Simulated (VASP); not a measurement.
Crystal: PbO.

```
Pb O
1.0
     3.99000    0.00000    0.00000
     0.00000    3.99000    0.00000
     0.00000    0.00000    5.01000
Pb O
2 2
Direct
  0.00000 0.50000 0.24000
  0.50000 0.00000 0.76000
  0.00000 0.00000 0.00000
  0.50000 0.50000 0.00000
```

Base run:

- Program: VASP 6.6.1
- Functional: r2SCAN
- Potentials or basis: VASP PAW PBE potentials, release 64 (Pb_d, O)
- Cutoff: 520 eV
- k mesh: 8 × 8 × 6
- Occupations: fermi-dirac, width 0.05 eV
- Spin: no spin polarisation

Its results: band gap on the k mesh 1.46 eV, indirect (least direct gap 2.52 eV); pressure 0.2 GPa; largest force 0.289 eV/Å.

Q: The run is repeated on the same cell with these changes: functional from r2SCAN to LDA; potentials or basis from VASP PAW PBE potentials, release 64 (Pb_d, O) to VASP PAW LDA potentials, release 64 (Pb_d, O). What comes out?

A: Band gap on the k mesh 1.09 eV, indirect (least direct gap 2.06 eV); pressure -3.4 GPa; largest force 0.536 eV/Å.

Caveats: spin-orbit coupling is left out, which as a rule narrows the gap of such compounds by several tenths of an eV; the PAW data sets were made with another functional, which shifts forces and pressure a little (some runs).

A k mesh can miss the band edges.
